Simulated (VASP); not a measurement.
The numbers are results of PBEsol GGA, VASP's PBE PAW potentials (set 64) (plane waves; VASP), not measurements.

VASP ran on this input.

File KPOINTS:
```
K-points
0
G
 15 15 15
0 0 0
```

**POSCAR**
```
Pd
1
   -0.0000000000     1.9345906768     1.9345906768
    1.9345906768     0.0000000000     1.9345906768
    1.9345906768     1.9345906768    -0.0000000000
Pd
1
Direct
  0.0000000000   0.0000000000   0.0000000000
```

### INCAR
```
! general
SYSTEM  = Pd
PREC    = Accurate
ENCUT   = 530   ! plane-wave cut-off (eV)
LREAL   = .False.   ! projection in real space or not
LASPH   = .True.   ! aspherical one-centre terms

! electronic loop
EDIFF   = 1E-7
NELM    = 100   ! most electronic steps
ALGO    = Normal   ! blocked Davidson
LMAXMIX = 4

! smearing
ISMEAR  = 1   ! Methfessel-Paxton
SIGMA   = 0.1

! functional
GGA     = PS   ! PBEsol

! ions
IBRION  = 6   ! finite differences
NSW     = 1
ISIF    = 3
POTIM   = 0.015   ! step
NFREE   = 2

! output
LWAVE   = .False.
LCHARG  = .False.
```

POTCAR, in this order: Pd (PBE.64 set). Program: vasp_std.

Output of the run:

OSZICAR:
```
...
DAV:   5    -0.596460817149E+01   -0.14228E-03   -0.70479E-05  6979   0.819E-02    0.140E-02
DAV:   6    -0.596461626367E+01   -0.80922E-05   -0.16824E-06  5730   0.111E-02    0.445E-03
DAV:   7    -0.596462214012E+01   -0.58764E-05   -0.17011E-07  3825   0.369E-03    0.350E-04
DAV:   8    -0.596462208953E+01    0.50595E-07   -0.79453E-09  2727   0.926E-04
   6 F= -.59646221E+01 E0= -.59648079E+01  d E =0.557456E-03
       N       E                     dE             d eps       ncg     rms          rms(c)
DAV:   1    -0.609619737719E+01   -0.13158E+00   -0.30993E+00  5342   0.191E+01    0.256E+00
DAV:   2    -0.597040997576E+01    0.12579E+00   -0.54095E-01  5301   0.697E+00    0.655E-01
DAV:   3    -0.596468467970E+01    0.57253E-02   -0.96575E-03  5999   0.828E-01    0.340E-01
DAV:   4    -0.596357811740E+01    0.11066E-02   -0.33435E-03  5944   0.475E-01    0.859E-02
DAV:   5    -0.596360580135E+01   -0.27684E-04   -0.10613E-04  7022   0.109E-01    0.206E-02
DAV:   6    -0.596360996476E+01   -0.41634E-05   -0.42524E-06  6197   0.209E-02    0.692E-03
DAV:   7    -0.596360960121E+01    0.36355E-06   -0.10154E-07  5178   0.328E-03    0.462E-04
DAV:   8    -0.596360959265E+01    0.85593E-08   -0.26206E-09  2691   0.522E-04
   7 F= -.59636096E+01 E0= -.59638443E+01  d E =0.704249E-03
       N       E                     dE             d eps       ncg     rms          rms(c)
DAV:   1    -0.600730051146E+01   -0.43691E-01   -0.13589E+00 16986   0.122E+01    0.133E+00
DAV:   2    -0.596894339706E+01    0.38357E-01   -0.15193E-01 16954   0.374E+00    0.422E-01
DAV:   3    -0.596642696304E+01    0.25164E-02   -0.39014E-03 19172   0.526E-01    0.217E-01
DAV:   4    -0.596593314618E+01    0.49382E-03   -0.11114E-03 19096   0.268E-01    0.587E-02
DAV:   5    -0.596593119728E+01    0.19489E-05   -0.50944E-05 21457   0.682E-02    0.121E-02
DAV:   6    -0.596593149295E+01   -0.29568E-06   -0.23793E-06 18447   0.163E-02    0.341E-03
DAV:   7    -0.596593152087E+01   -0.27917E-07   -0.25995E-07 10213   0.455E-03
   8 F= -.59659315E+01 E0= -.59662012E+01  d E =0.808972E-03
       N       E                     dE             d eps       ncg     rms          rms(c)
DAV:   1    -0.599371270130E+01   -0.27781E-01   -0.82863E-01 16838   0.809E+00    0.962E-01
DAV:   2    -0.597118335123E+01    0.22529E-01   -0.24097E-02 17226   0.147E+00    0.376E-01
DAV:   3    -0.596614383215E+01    0.50395E-02   -0.11157E-02 18418   0.805E-01    0.132E-01
DAV:   4    -0.596593444302E+01    0.20939E-03   -0.46994E-04 18960   0.266E-01    0.230E-02
DAV:   5    -0.596593106869E+01    0.33743E-05   -0.19109E-05 19357   0.307E-02    0.128E-02
DAV:   6    -0.596593150528E+01   -0.43659E-06   -0.75756E-07 17376   0.929E-03    0.909E-04
DAV:   7    -0.596593149600E+01    0.92781E-08   -0.28225E-08  8830   0.167E-03
   9 F= -.59659315E+01 E0= -.59662011E+01  d E =0.808958E-03
       N       E                     dE             d eps       ncg     rms          rms(c)
DAV:   1    -0.594346970003E+01    0.22462E-01   -0.76576E-01 16922   0.776E+00    0.571E-01
DAV:   2    -0.594693296684E+01   -0.34633E-02   -0.96009E-03 17636   0.959E-01    0.262E-01
DAV:   3    -0.595835686889E+01   -0.11424E-01   -0.62437E-03 18284   0.600E-01    0.100E-01
DAV:   4    -0.596468789890E+01   -0.63310E-02   -0.80539E-04 19272   0.250E-01    0.296E-02
DAV:   5    -0.596577230590E+01   -0.10844E-02   -0.26018E-05 20714   0.463E-02    0.146E-02
DAV:   6    -0.596593581148E+01   -0.16351E-03   -0.14818E-06 18133   0.113E-02    0.115E-03
DAV:   7    -0.596593271771E+01    0.30938E-05   -0.33771E-08  8995   0.211E-03    0.494E-04
DAV:   8    -0.596593201309E+01    0.70462E-06   -0.26329E-09  8483   0.545E-04    0.732E-05
DAV:   9    -0.596593179221E+01    0.22088E-06   -0.44425E-10  8379   0.207E-04    0.368E-05
DAV:  10    -0.596593160833E+01    0.18388E-06   -0.10525E-10  8356   0.944E-05    0.910E-06
DAV:  11    -0.596593157332E+01    0.35009E-07   -0.25882E-11  8317   0.445E-05
  10 F= -.59659316E+01 E0= -.59662012E+01  d E =0.808963E-03
       N       E                     dE             d eps       ncg     rms          rms(c)
DAV:   1    -0.599370513977E+01   -0.27774E-01   -0.84484E-01 16892   0.816E+00    0.962E-01
DAV:   2    -0.597118314237E+01    0.22522E-01   -0.24167E-02 17288   0.148E+00    0.376E-01
DAV:   3    -0.596614335496E+01    0.50398E-02   -0.11145E-02 18362   0.806E-01    0.132E-01
DAV:   4    -0.596593407455E+01    0.20928E-03   -0.47850E-04 19100   0.268E-01    0.224E-02
DAV:   5    -0.596593109337E+01    0.29812E-05   -0.19406E-05 19330   0.311E-02    0.129E-02
DAV:   6    -0.596593154386E+01   -0.45049E-06   -0.79390E-07 17445   0.975E-03    0.101E-03
DAV:   7    -0.596593153122E+01    0.12647E-07   -0.29126E-08  9002   0.166E-03
  11 F= -.59659315E+01 E0= -.59662012E+01  d E =0.808957E-03
       N       E                     dE             d eps       ncg     rms          rms(c)
DAV:   1    -0.598185371086E+01   -0.15922E-01   -0.72797E-01 17028   0.753E+00    0.591E-01
DAV:   2    -0.597123873214E+01    0.10615E-01   -0.91980E-03 17601   0.964E-01    0.265E-01
DAV:   3    -0.596673371895E+01    0.45050E-02   -0.59584E-03 18108   0.605E-01    0.108E-01
DAV:   4    -0.596597086058E+01    0.76286E-03   -0.10085E-03 19082   0.280E-01    0.257E-02
DAV:   5    -0.596593476659E+01    0.36094E-04   -0.25123E-05 19784   0.517E-02    0.144E-02
DAV:   6    -0.596592969451E+01    0.50721E-05   -0.16809E-06 18090   0.116E-02    0.819E-04
DAV:   7    -0.596593083380E+01   -0.11393E-05   -0.24560E-08  9212   0.195E-03    0.378E-04
DAV:   8    -0.596593146967E+01   -0.63587E-06   -0.22830E-09  8477   0.458E-04    0.422E-05
DAV:   9    -0.596593154804E+01   -0.78368E-07   -0.40565E-10  8376   0.169E-04
  12 F= -.59659315E+01 E0= -.59662012E+01  d E =0.808964E-03
       N       E                     dE             d eps       ncg     rms          rms(c)
DAV:   1    -0.599370969247E+01   -0.27778E-01   -0.84578E-01 17105   0.817E+00    0.964E-01
DAV:   2    -0.597117970965E+01    0.22530E-01   -0.24228E-02 17400   0.147E+00    0.376E-01
DAV:   3    -0.596614363328E+01    0.50361E-02   -0.11150E-02 18344   0.805E-01    0.133E-01
DAV:   4    -0.596593410834E+01    0.20952E-03   -0.47720E-04 19080   0.268E-01    0.229E-02
DAV:   5    -0.596593109663E+01    0.30117E-05   -0.19036E-05 19307   0.308E-02    0.129E-02
DAV:   6    -0.596593153730E+01   -0.44068E-06   -0.76613E-07 17353   0.941E-03    0.907E-04
DAV:   7    -0.596593152820E+01    0.91052E-08   -0.27038E-08  8982   0.163E-03
  13 F= -.59659315E+01 E0= -.59662012E+01  d E =0.808958E-03
       N       E                     dE             d eps       ncg     rms          rms(c)
DAV:   1    -0.594524340236E+01    0.20688E-01   -0.16273E+00  2168   0.104E+01    0.298E-01
DAV:   2    -0.595225453029E+01   -0.70111E-02   -0.15989E-02  2433   0.142E+00    0.186E-01
DAV:   3    -0.596652859809E+01   -0.14274E-01   -0.84407E-03  2399   0.625E-01    0.313E-02
DAV:   4    -0.596667417057E+01   -0.14557E-03   -0.12958E-04  2693   0.146E-01    0.855E-03
DAV:   5    -0.596670520953E+01   -0.31039E-04   -0.10947E-06  2519   0.874E-03    0.103E-03
DAV:   6    -0.596670524678E+01   -0.37253E-07   -0.19914E-08  1703   0.128E-03
  14 F= -.59667052E+01 E0= -.59669738E+01  d E =0.805624E-03
       N       E                     dE             d eps       ncg     rms          rms(c)
DAV:   1    -0.596365115972E+01    0.30540E-02   -0.49440E+00  2160   0.170E+01    0.118E-01
DAV:   2    -0.596706181802E+01   -0.34107E-02   -0.36135E-02  2242   0.219E+00    0.735E-02
DAV:   3    -0.596670566734E+01    0.35615E-03   -0.12894E-03  2474   0.313E-01    0.505E-03
DAV:   4    -0.596670539813E+01    0.26921E-06   -0.12973E-05  2604   0.379E-02    0.233E-03
DAV:   5    -0.596670532898E+01    0.69149E-07   -0.16777E-07  2451   0.390E-03
  15 F= -.59667053E+01 E0= -.59669738E+01  d E =0.805543E-03
```

**OUTCAR**
```
------------------------ aborting loop because EDIFF is reached ----------------------------------------
  FORCE on cell =-STRESS in cart. coord.  units (eV):
  Direction    XX          YY          ZZ          XY          YZ          ZX
  --------------------------------------------------------------------------------------
  Total        0.0300556      0.0300556      0.0300556      0.0000000      0.0000000      0.0000000
  in kB        3.3253571      3.3253571      3.3253571      0.0000000      0.0000000      0.0000000
  external PRESSURE =       3.3253571 kB  Pullay stress =       0.0000000 kB
  volume of cell :       14.48
      direct lattice vectors                 reciprocal lattice vectors
     0.000000000  1.934590677  1.934590677    -0.258452605  0.258452605  0.258452605
     1.934590677  0.000000000  1.934590677     0.258452605 -0.258452605  0.258452605
     1.934590677  1.934590677  0.000000000     0.258452605  0.258452605 -0.258452605
 POSITION                                       TOTAL-FORCE (eV/Angst)
 -----------------------------------------------------------------------------------
     -0.01500      0.00000      0.00000         0.000000      0.000000     -0.000000
 -----------------------------------------------------------------------------------
    total drift:                               -0.001758      0.000000      0.000000
  FREE ENERGIE OF THE ION-ELECTRON SYSTEM (eV)
  ---------------------------------------------------
  free  energy   TOTEN  =        -5.9667053290 eV

  energy  without entropy=       -5.9675108718  energy(sigma->0) =       -5.96697384

   1 f  =    0.000000 THz     0.000000 2PiTHz    0.000000 cm-1     0.000000 meV
             X         Y         Z           dx          dy          dz
      0.000000  0.000000  0.000000     0.707107   -0.707107    0.000000

   2 f  =    0.000000 THz     0.000000 2PiTHz    0.000000 cm-1     0.000000 meV
             X         Y         Z           dx          dy          dz
      0.000000  0.000000  0.000000    -0.707107   -0.707107    0.000000

   3 f  =    0.000000 THz     0.000000 2PiTHz    0.000000 cm-1     0.000000 meV
             X         Y         Z           dx          dy          dz
      0.000000  0.000000  0.000000     0.000000    0.000000    1.000000

 ELASTIC MODULI CONTR FROM IONIC RELAXATION (kBar)
 Direction    XX          YY          ZZ          XY          YZ          ZX
 --------------------------------------------------------------------------------
 XX           0.0000      0.0000      0.0000      0.0000      0.0000      0.0000
 YY           0.0000      0.0000      0.0000      0.0000      0.0000      0.0000
 ZZ           0.0000      0.0000      0.0000      0.0000      0.0000      0.0000
 XY           0.0000      0.0000      0.0000      0.0000      0.0000      0.0000
 YZ           0.0000      0.0000      0.0000      0.0000      0.0000      0.0000
 ZX           0.0000      0.0000      0.0000      0.0000      0.0000      0.0000
 --------------------------------------------------------------------------------

 TOTAL ELASTIC MODULI (kBar)
 Direction    XX          YY          ZZ          XY          YZ          ZX
 --------------------------------------------------------------------------------
 XX        2539.7840   1842.8647   1842.8647     -0.0000     -0.0000     -0.0000
 YY        1842.8647   2539.7840   1842.8647      0.0000      0.0000      0.0000
 ZZ        1842.8647   1842.8647   2539.7840     -0.0000      0.0000     -0.0000
 XY          -0.0000      0.0000     -0.0000    768.0948      0.0000      0.0000
 YZ          -0.0000      0.0000      0.0000      0.0000    768.0948      0.0000
 ZX          -0.0000      0.0000     -0.0000      0.0000      0.0000    768.0948
 --------------------------------------------------------------------------------
```
(Selected blocks of OUTCAR.)

Finite-difference elastic constants of metals are sensitive to mesh and smearing; shear constants can be off by tens of GPa.

The structure comes from a measured Pd entry (Fm-3m) of the Crystallography Open Database, whose conditions weren't checked. It was relaxed first.
